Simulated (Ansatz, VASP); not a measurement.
# GaSi2Ru2 in two plane-wave programs

Wanted: the spread between two codes on one cell, functional and k mesh. The cell is invented: As first built, before any earlier steps moved the atoms (in the runner's words): it takes the GdSi2Ru2 structure with some of its atoms replaced by other elements, volume scaled by an estimate. It may not be a known or stable phase. The cell is taken from a series of VASP runs on this material, whose earlier steps may have relaxed, scaled or displaced it; both programs get it as it stands.

Program: Ansatz 0.2.0. Level of theory: plane waves, with VASP 6.6.1 beside it; relaxation of cell and atoms at PBE. Results are calculated unless marked as measured.

## 1. The starting structure

The structure is tetragonal, space group I4/mmm (No. 139). The conventional cell has a = 4.207 Å, b = 4.207 Å, c = 8.862 Å, α = 90.00°, β = 90.00°, γ = 90.00°. Ru has 4 Si at 2.36 Å and 4 Ru at 2.97 Å and 4 Ga at 3.06 Å nearest. Nearest to Ga lie 8 Ru at 3.06 Å. Si has 1 Si at 2.28 Å and 4 Ru at 2.36 Å nearest. As first built, before any earlier steps moved the atoms (in the runner's words): sites of the GdSi2Ru2 structure (space group 139) filled with other elements, volume scaled by an estimate. Farther neighbours are not listed.

As a file:

```
Ru Ga Si
1.0
    -2.10348    2.10348    4.43118
     2.10348   -2.10348    4.43118
     2.10348    2.10348   -4.43118
Ru Ga Si
2 1 2
Direct
  0.25000 0.75000 0.50000
  0.75000 0.25000 0.50000
  0.00000 0.00000 0.00000
  0.37140 0.37140 0.00000
  0.62860 0.62860 0.00000
```

## 2. VASP: relaxation of cell and atoms, PBE

The relaxed volume is the usual yardstick between codes: its relative difference is about their pressure difference at one cell divided by the bulk modulus.

Lines of VASP's logs that name or quote its potential files are left out, and so is its time.

INCAR

```
SYSTEM = GaSi2Ru2
PREC = Accurate
ENCUT = 520
EDIFF = 1E-06
NELM = 100
ISMEAR = -1
SIGMA = 0.05
LREAL = .FALSE.
ALGO = Normal
GGA = PE
NBANDS = 30
LORBIT = 11
LWAVE = .FALSE.
LCHARG = .FALSE.
KPAR = 2
IBRION = 2
NSW = 60
ISIF = 3
EDIFFG = -0.01
```

POSCAR

```
GaSi2Ru2
1.0
   -2.1034812466      2.1034812466      4.4311849051
    2.1034812466     -2.1034812466      4.4311849051
    2.1034812466      2.1034812466     -4.4311849051
Ru Ga Si
2 1 2
Direct
    0.2500000000      0.7500000000      0.5000000000
    0.7500000000      0.2500000000      0.5000000000
    0.0000000000      0.0000000000      0.0000000000
    0.3713977861      0.3713977861      0.0000000000
    0.6286022139      0.6286022139      0.0000000000
```

KPOINTS

```
Automatic mesh
0
Gamma
8 8 8
0 0 0
```

Potentials, in the order of the species: Ru_pv, Ga_d and Si (PBE family, release 64).

Command:

```bash
mpirun -np 2 vasp_std
```

Numbers of over 12 decimals in the logs are rounded to 6 here.

The log of the run:

```text
[banner, memory and clock lines left out]
running    2 mpi-ranks, on    1 nodes
 distrk:  each k-point on    1 cores,    2 groups
 distr:  one band on    1 cores,    1 groups

 POSCAR found type information on POSCAR RuGaSi
 POSCAR found :  3 types and       5 ions
 LDA part: xc-table for (Slater+PW92), standard interpolation
 POSCAR, INCAR and KPOINTS ok, starting setup
 FFT: planning ... GRIDC
 FFT: planning ... GRID_SOFT
 FFT: planning ... GRID
 WAVECAR not read
 entering main loop
       N       E                     dE             d eps       ncg     rms          rms(c)
DAV:   1     0.481071415479E+03    0.48107E+03   -0.26268E+04  4068   0.216E+03
DAV:   2     0.470603211708E+01   -0.47637E+03   -0.45959E+03  3722   0.564E+02
DAV:   3    -0.335190963574E+02   -0.38225E+02   -0.36038E+02  4104   0.133E+02
DAV:   4    -0.348872670264E+02   -0.13682E+01   -0.13531E+01  4490   0.255E+01
DAV:   5    -0.349336925151E+02   -0.46425E-01   -0.46412E-01  4754   0.414E+00    0.184E+01
DAV:   6    -0.336637454616E+02    0.12699E+01   -0.82778E+00  4054   0.206E+01    0.506E+00
DAV:   7    -0.333502507475E+02    0.31349E+00   -0.20166E+00  4128   0.101E+01    0.516E+00
DAV:   8    -0.332734000792E+02    0.76851E-01   -0.29190E-01  4086   0.398E+00    0.103E+00
DAV:   9    -0.332721646223E+02    0.12355E-02   -0.23256E-02  4362   0.112E+00    0.273E-01
DAV:  10    -0.332716778081E+02    0.48681E-03   -0.46037E-03  4126   0.417E-01    0.120E-01
DAV:  11    -0.332715907519E+02    0.87056E-04   -0.50414E-04  4470   0.200E-01    0.552E-02
DAV:  12    -0.332715967253E+02   -0.59734E-05   -0.29883E-05  4188   0.405E-02    0.217E-02
DAV:  13    -0.332715928575E+02    0.38677E-05   -0.12765E-05  4268   0.258E-02    0.272E-03
DAV:  14    -0.332715927067E+02    0.15083E-06   -0.56101E-07  2490   0.585E-03
   1 F= -.33271593E+02 E0= -.33258725E+02  d E =-.332716E+02
[...]
2 F= -.33271618E+02 E0= -.33258675E+02  d E =-.249858E-04
[...]
3 F= -.33272083E+02 E0= -.33259178E+02  d E =-.490432E-03
[...]
4 F= -.33272278E+02 E0= -.33259448E+02  d E =-.194884E-03
[...]
5 F= -.33272303E+02 E0= -.33259516E+02  d E =-.219440E-03
 curvature:  -0.82 expect dE=-0.107E-03 dE for cont linesearch -0.146E-06
 trial: gam= 0.45038 g(F)=  0.542E-04 g(S)=  0.763E-04 ort =-0.820E-05 (trialstep = 0.100E+01)
 search vector abs. value=  0.200E-03
 bond charge predicted
       N       E                     dE             d eps       ncg     rms          rms(c)
DAV:   1    -0.332735088103E+02   -0.12062E-02   -0.30578E-02  3756   0.119E+00    0.201E-01
DAV:   2    -0.332726876114E+02    0.82120E-03   -0.37158E-03  3948   0.439E-01    0.141E-01
DAV:   3    -0.332724301146E+02    0.25750E-03   -0.74965E-04  3954   0.207E-01    0.578E-02
DAV:   4    -0.332723533948E+02    0.76720E-04   -0.23227E-04  4524   0.913E-02    0.184E-02
DAV:   5    -0.332723524920E+02    0.90279E-06   -0.19243E-05  4032   0.286E-02    0.101E-02
DAV:   6    -0.332723524643E+02    0.27720E-07   -0.14168E-06  2802   0.942E-03
   6 F= -.33272352E+02 E0= -.33259680E+02  d E =-.498863E-04
 trial-energy change:   -0.000050  1 .order   -0.000053   -0.000127    0.000021
 step:   0.8590(harm=  0.8590)  dis= 0.00007  next Energy=   -33.272357 (dE=-0.544E-04)
 reached required accuracy - stopping structural energy minimisation
```

OUTCAR, selected parts (step 2):

```text
ion  position               nearest neighbor table
   1  0.250  0.750  0.500-   4 2.36   5 2.36   4 2.36   5 2.36   2 2.97   2 2.97   2 2.97   2 2.97
                             3 3.06   3 3.06   3 3.06   3 3.06
   2  0.750  0.250  0.500-   4 2.36   5 2.36   4 2.36   5 2.36   1 2.97   1 2.97   1 2.97   1 2.97
                             3 3.06   3 3.06   3 3.06   3 3.06
   3  0.000  0.000  0.000-   1 3.06   2 3.06   1 3.06   2 3.06   2 3.06   1 3.06   2 3.06   1 3.06

  LATTYP: Found a body centered tetragonal cell.
 ALAT       =     4.2069624932
 C/A-ratio  =     2.1065958692

 Subroutine GETGRP returns: Found 16 space group operations
 (whereof 16 operations were pure point group operations)

The static configuration has the point symmetry D_4h.

 Found     59 irreducible k-points:

   k-points           NKPTS =     59   k-points in BZ     NKDIM =     59   number of bands    NBANDS=     30

   dimension x,y,z NGX =    40 NGY =   40 NGZ =   40
   dimension x,y,z NGXF=    80 NGYF=   80 NGZF=   80

   ENCUT  =  520.0 eV  38.22 Ry    6.18 a.u.   9.92  9.92  9.92*2*pi/ulx,y,z

   NELECT =      49.0000    total number of electrons

 k-points in reciprocal lattice and weights: Automatic mesh
   0.00000000  0.00000000  0.00000000       0.002
   0.12500000  0.00000000  0.00000000       0.016
   0.25000000  0.00000000  0.00000000       0.016
   0.37500000  0.00000000  0.00000000       0.016
   0.50000000  0.00000000  0.00000000       0.008
   0.12500000  0.12500000  0.00000000       0.016
   0.25000000  0.12500000  0.00000000       0.031
   0.37500000  0.12500000  0.00000000       0.031
   0.50000000  0.12500000  0.00000000       0.031
[...]
-0.37500000 -0.37500000  0.37500000       0.004
   0.50000000  0.50000000  0.50000000       0.002

 average (electrostatic) potential at core
       1 -70.4697       2 -70.4697       3 -61.8246       4 -80.0856       5 -80.0856

 E-fermi :   8.8117

 k-point     1 :       0.0000    0.0000    0.0000
  band No.  band energies     occupation
    ...
     19       6.2746      2.00000
     20       7.1369      2.00000
     21       7.1369      2.00000
     22       8.2748      1.99996
     23       8.2925      1.99994
     24       9.6279      0.00000
     25       9.6279      0.00000
     26       9.8588      0.00000
     27      10.1102      0.00000
     28      11.7664      0.00000
    ...

 k-point     2 :       0.1250    0.0000    0.0000
  band No.  band energies     occupation
    ...
     20       6.9712      2.00000
     21       7.2847      2.00000
     22       8.0929      2.00000
     23       8.1801      1.99999
     24       8.8469      0.66188
     25       9.0904      0.00755
     26      10.1398      0.00000
     27      10.5723      0.00000
     28      10.9805      0.00000
     29      11.9956      0.00000
    ...

 k-point     3 :       0.2500    0.0000    0.0000
  band No.  band energies     occupation
    ...
     21       7.0797      2.00000
     22       7.6521      2.00000
     23       7.8916      2.00000
     24       8.0531      2.00000
     25       8.8535      0.60445
     26      10.3726      0.00000
     27      10.4840      0.00000
     28      10.9617      0.00000
     29      12.4285      0.00000
     30      13.0578      0.00000

  Total       -0.0218809     -0.0218809      0.0009417      0.0000000      0.0000000      0.0000000
  in kB       -0.4456826     -0.4456826      0.0191819      0.0000000      0.0000000      0.0000000
  external PRESSURE =      -0.2907278 kB  Pullay stress =       0.0000000 kB

  energy-cutoff  :      520.00
  volume of cell :       78.66
      direct lattice vectors                 reciprocal lattice vectors
    -2.109012734  2.109012734  4.421118041     0.000000000  0.237077753  0.113093565
     2.109012734 -2.109012734  4.421118041     0.237077753  0.000000000  0.113093565
     2.109012734  2.109012734 -4.421118041     0.237077753  0.237077753  0.000000000

 POSITION                                       TOTAL-FORCE (eV/Angst)
 -----------------------------------------------------------------------------------
      2.10901      0.00000      2.21056         0.000000      0.000000      0.000000
      0.00000      2.10901      2.21056         0.000000      0.000000      0.000000
      0.00000      0.00000      0.00000         0.000000      0.000000      0.000000
      0.00000      0.00000      3.28022         0.000000      0.000000     -0.000680
      2.10901      2.10901      1.14090        -0.000000     -0.000000      0.000680
 -----------------------------------------------------------------------------------
    total drift:                                0.000000     -0.000000     -0.000000

  FREE ENERGIE OF THE ION-ELECTRON SYSTEM (eV)
  ---------------------------------------------------
  free  energy   TOTEN  =       -33.2723524643 eV

  energy  without entropy=      -33.2470077825  energy(sigma->0) =      -33.25968012

 reached required accuracy - stopping structural energy minimisation

 total charge
# of ion       s       p       d       tot
------------------------------------------
    1        0.343   6.238   6.230  12.811
    2        0.343   6.238   6.230  12.811
    3        0.917   0.480   9.965  11.362
    4        0.779   0.925   0.000   1.704
    5        0.779   0.925   0.000   1.704
--------------------------------------------------
tot          3.160  14.807  22.426  40.392

[... 3 further parts left out ...]
```

CONTCAR:

```
GaSi2Ru2
   1.00000000000000
    -2.1090127339379805    2.1090127339379805    4.4211180413808657
     2.1090127339379805   -2.1090127339379805    4.4211180413808657
     2.1090127339379805    2.1090127339379805   -4.4211180413808657
  Ru              Ga              Si
     2     1     2
Direct
     0.2500000000000000    0.7500000000000000    0.5000000000000000
     0.7500000000000000    0.2500000000000000    0.5000000000000000
     0.0000000000000000    0.0000000000000000    0.0000000000000000
     0.3709718617197316    0.3709718617197316    0.0000000000000000
     0.6290281382802685    0.6290281382802685    1.0000000000000000
```

This run has no spin polarisation. Its electron count is odd, so without a moment it is a metal by construction. The run keeps the 16 symmetry operations of its start, so it cannot find a distortion of lower symmetry.

(Part 1 of 2 ends here.)

[Lines on the potential files, build, host, timing and source positions are cut from VASP's logs without a mark.]

[Logs are printed without paths, hosts, clocks, repeated set-up lines and the standing remarks that a program may print on its own settings, such as how far it seeks lower states.]

[Hosts, paths, dates, database ids (printed as entryN), source tags and the programs' standing remarks are cut or masked in the printed files.]
